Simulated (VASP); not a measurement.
OSZICAR of a VASP run on MoS2 (2H layered):

### OSZICAR
```
       N       E                     dE             d eps       ncg     rms          rms(c)
DAV:   1     0.371462015600E+03    0.37146E+03   -0.26013E+04  2288   0.128E+03
DAV:   2    -0.242678827690E+02   -0.39573E+03   -0.38616E+03  2518   0.348E+02
DAV:   3    -0.451993711529E+02   -0.20931E+02   -0.20387E+02  2582   0.692E+01
DAV:   4    -0.457037405945E+02   -0.50437E+00   -0.50238E+00  2516   0.109E+01
DAV:   5    -0.457191905123E+02   -0.15450E-01   -0.15440E-01  2621   0.174E+00    0.244E+01
RMM:   6    -0.439267822336E+02    0.17924E+01   -0.34408E+01  2212   0.230E+01    0.987E+00
RMM:   7    -0.423100602671E+02    0.16167E+01   -0.63632E+00  2016   0.109E+01    0.705E+00
RMM:   8    -0.421762524187E+02    0.13381E+00   -0.15252E+00  2015   0.583E+00    0.124E+00
RMM:   9    -0.421978468370E+02   -0.21594E-01   -0.37642E-01  2315   0.226E+00    0.103E+00
RMM:  10    -0.421920223522E+02    0.58245E-02   -0.86237E-02  2123   0.140E+00    0.241E-01
RMM:  11    -0.421935203957E+02   -0.14980E-02   -0.20311E-02  2312   0.530E-01    0.987E-02
RMM:  12    -0.421940529567E+02   -0.53256E-03   -0.54448E-03  2483   0.223E-01    0.516E-02
RMM:  13    -0.421941602910E+02   -0.10733E-03   -0.15506E-03  2404   0.124E-01    0.193E-02
RMM:  14    -0.421941983665E+02   -0.38075E-04   -0.43848E-04  2055   0.574E-02    0.150E-02
RMM:  15    -0.421942113252E+02   -0.12959E-04   -0.13986E-04  1566   0.290E-02    0.706E-03
RMM:  16    -0.421942156450E+02   -0.43197E-05   -0.45064E-05  1363   0.159E-02
   1 F= -.42194216E+02 E0= -.42194216E+02  d E =-.421942E+02
       N       E                     dE             d eps       ncg     rms          rms(c)
DAV:   1    -0.430855154036E+02   -0.89130E+00   -0.97146E+01  2012   0.364E+01    0.150E+01
RMM:   2    -0.434240670811E+02   -0.33855E+00   -0.43351E+00  1985   0.966E+00    0.263E+00
RMM:   3    -0.435062095530E+02   -0.82142E-01   -0.85830E-01  2108   0.451E+00    0.331E+00
RMM:   4    -0.435090392011E+02   -0.28296E-02   -0.12966E-01  2091   0.188E+00    0.197E+00
RMM:   5    -0.435150296089E+02   -0.59904E-02   -0.92022E-02  1984   0.137E+00    0.186E+00
RMM:   6    -0.435076866148E+02    0.73430E-02   -0.19774E-02  1996   0.640E-01    0.139E-01
RMM:   7    -0.435081150390E+02   -0.42842E-03   -0.75748E-03  2181   0.301E-01    0.101E-01
RMM:   8    -0.435082615693E+02   -0.14653E-03   -0.11747E-03  2049   0.132E-01    0.865E-02
RMM:   9    -0.435082806243E+02   -0.19055E-04   -0.32274E-04  2011   0.609E-02    0.306E-02
RMM:  10    -0.435082635997E+02    0.17025E-04   -0.12721E-04  1840   0.371E-02    0.192E-02
RMM:  11    -0.435082627013E+02    0.89838E-06   -0.43563E-05  1384   0.219E-02
   2 F= -.43508263E+02 E0= -.43508263E+02  d E =-.131405E+01
       N       E                     dE             d eps       ncg     rms          rms(c)
DAV:   1    -0.436027576880E+02   -0.94494E-01   -0.25902E+01  2124   0.191E+01    0.654E+00
RMM:   2    -0.436825476987E+02   -0.79790E-01   -0.10335E+00  1987   0.481E+00    0.185E+00
RMM:   3    -0.437033463771E+02   -0.20799E-01   -0.21451E-01  2098   0.220E+00    0.145E+00
RMM:   4    -0.437037246363E+02   -0.37826E-03   -0.29510E-02  1991   0.906E-01    0.286E-01
RMM:   5    -0.437039039432E+02   -0.17931E-03   -0.87320E-03  2158   0.479E-01    0.156E-01
RMM:   6    -0.437039403142E+02   -0.36371E-04   -0.27558E-03  2162   0.207E-01    0.124E-01
RMM:   7    -0.437039721073E+02   -0.31793E-04   -0.47238E-04  2075   0.857E-02    0.572E-02
RMM:   8    -0.437039749467E+02   -0.28394E-05   -0.69381E-05  1602   0.297E-02
   3 F= -.43703975E+02 E0= -.43703975E+02  d E =-.150976E+01
```

Problem. Which electronic solver shows in the log?

Solution. It is blocked Davidson (ALGO = Normal, or the opening steps of other solvers) and then RMM-DIIS (ALGO = Fast or VeryFast). The INCAR had ALGO = Fast.

Problem. Can the final energy be trusted as converged?

Solution. The run converged. It stopped with EDIFF = 1E-5, NELM = 100, NSW = 20 and EDIFFG = -0.03 after 3 ionic steps (PBE GGA, plane waves, VASP's PBE PAW potentials (set 64)). Without a dispersion term in the relaxation, distances and binding between the weakly bound layers, chains or molecules are unreliable, and so is what depends on them.

The compound is MoS2 in the 2H layered structure. This run relaxes the ions in a fixed cell. Symmetry was kept, so distortions that lower it aren't found.
